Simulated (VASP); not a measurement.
Input:

```
CELL_PARAMETERS angstrom
      5.83992     0.00000     0.00000
      0.00000     5.83992     0.00000
      0.00000     0.00000     5.83992
ATOMIC_POSITIONS crystal
  In 0.00000 0.00000 0.00000
  As 0.26052 0.26052 0.26052
  As 0.73948 0.73948 0.26052
  As 0.73948 0.26052 0.73948
  As 0.26052 0.73948 0.73948
  Al 0.50000 0.50000 0.00000
  Al 0.50000 0.00000 0.50000
  Al 0.00000 0.50000 0.50000
```

Computed with HSE06 screened hybrid, VASP's PBE PAW potentials (set 64) (plane waves; VASP 6.6.1). Numerical set-up: 400 eV cut-off, 4×4×4 Γ-centred mesh, Gaussian smearing of 0.050 eV, potentials In_d As Al.

Q: Give the force on each atom (eV/Å).

A: 
```tsv
atom	Fx	Fy	Fz
In1	0.000	0.000	0.000
As2	-0.031	-0.031	-0.031
As3	0.031	0.031	-0.031
As4	0.031	-0.031	0.031
As5	-0.031	0.031	0.031
Al6	0.000	0.000	0.000
Al7	0.000	0.000	0.000
Al8	0.000	0.000	0.000
```

Q: Give the stress tensor in GPa (positive for a compressed cell).

A: 
```
-2.21   0.00   0.00
 0.00  -2.21   0.00
 0.00   0.00  -2.21
```
The pressure is its mean diagonal, -2.21 GPa.

The structure was generated: Al3InAs4 was put into an ordered model structure (P-43m), which need not be its known phase. It was relaxed first. The cell's shape comes from a PBE relaxation.
